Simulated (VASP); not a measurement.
The input files of a VASP run:

### INCAR
```
ALGO  =  Normal
EDIFF  =  1E-6
EDIFFG  =  -0.01
ENCUT  =  400
GGA  =  PS
IBRION  =  2
ISIF  =  3
ISMEAR  =  1
LASPH  =  .True.
LCHARG  =  .False.
LMAXMIX  =  4
LREAL  =  .False.
LWAVE  =  .False.
NELM  =  100
NSW  =  60
PREC  =  Accurate
SIGMA  =  0.1
SYSTEM  =  PdP
```

File POSCAR:
```
PdP
1
    0.0000000000     2.8405630000     2.8405630000
    2.8405630000     0.0000000000     2.8405630000
    2.8405630000     2.8405630000     0.0000000000
Pd P
1 1
Direct
  0.0000000000   0.0000000000   0.0000000000
  0.2500000000   0.2500000000   0.2500000000
```

File KPOINTS:
```
Automatic mesh
0
Gamma
10 10 10
0 0 0
```

POTCAR, in this order: Pd P (PBE.64 set). Program: vasp_std.

**Question.** Translate this PBEsol calculation to Quantum ESPRESSO's pw.x.

**Answer.** One equivalent input (not run):
```
&CONTROL
  calculation = 'vc-relax'
  pseudo_dir = './pseudo'
  outdir = './out'
  tprnfor = .true.
  tstress = .true.
  nstep = 60
  forc_conv_thr = 0.00039
/
&SYSTEM
  ibrav = 0
  nat = 2
  ntyp = 2
  ecutwfc = 82
  occupations = 'smearing'
  smearing = 'methfessel-paxton'
  degauss = 0.00735
  input_dft = 'pbesol'
/
&ELECTRONS
  conv_thr = 7.3e-08
  electron_maxstep = 100
/
&IONS
/
&CELL
/
ATOMIC_SPECIES
  Pd 106.420 Pd.upf
  P 30.974 P.upf
CELL_PARAMETERS angstrom
     0.0000000    2.8405630    2.8405630
     2.8405630    0.0000000    2.8405630
     2.8405630    2.8405630    0.0000000
ATOMIC_POSITIONS crystal
  Pd   0.0000000  0.0000000  0.0000000
  P    0.2500000  0.2500000  0.2500000
K_POINTS automatic
  10 10 10 0 0 0
```
Limits of the translation: the potentials are each code's own (VASP's PAW set, PseudoDojo norm-conserving files in pw.x), so ENCUT and ecutwfc are chosen apart and not converted; conv_thr bounds pw.x's estimated SCF error, while EDIFF bounds the energy change between steps; forc_conv_thr acts on force components and is met together with etot_conv_thr.

The structure was generated: PdP was put into the zinc blende type (F-43m), which need not be its known phase. This run relaxes it. Symmetry was kept, so distortions that lower it aren't found.
